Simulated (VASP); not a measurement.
Data:

```
LiNbO3
1.0
    2.59101     1.49592     4.54530
   -2.59101     1.49592     4.54530
    0.00000    -2.99184     4.54530
Li Nb O
2 2 6
Direct
  0.25000   0.25000   0.25000
  0.75000   0.75000   0.75000
  0.00000   0.00000   0.00000
  0.50000   0.50000   0.50000
  0.13008   0.36992   0.75000
  0.75000   0.13008   0.36992
  0.36992   0.75000   0.13008
  0.86992   0.63008   0.25000
  0.25000   0.86992   0.63008
  0.63008   0.25000   0.86992
```

These are PBEsol GGA, VASP's PBE PAW potentials (set 64) (plane waves; VASP) values and carry that method's errors. Settings: 520 eV cut-off, 6×6×6 Γ-centred mesh, tetrahedra with Blöchl corrections, potentials Li_sv Nb_sv O.

Predict the energy per atom (σ→0).

```yaml
energy per atom (σ→0): -8.318 eV/atom
```

The structure comes from a measured LiNbO3 entry (R-3c) of the Crystallography Open Database, whose conditions weren't checked. It was relaxed first, which changed the volume by -5 %.
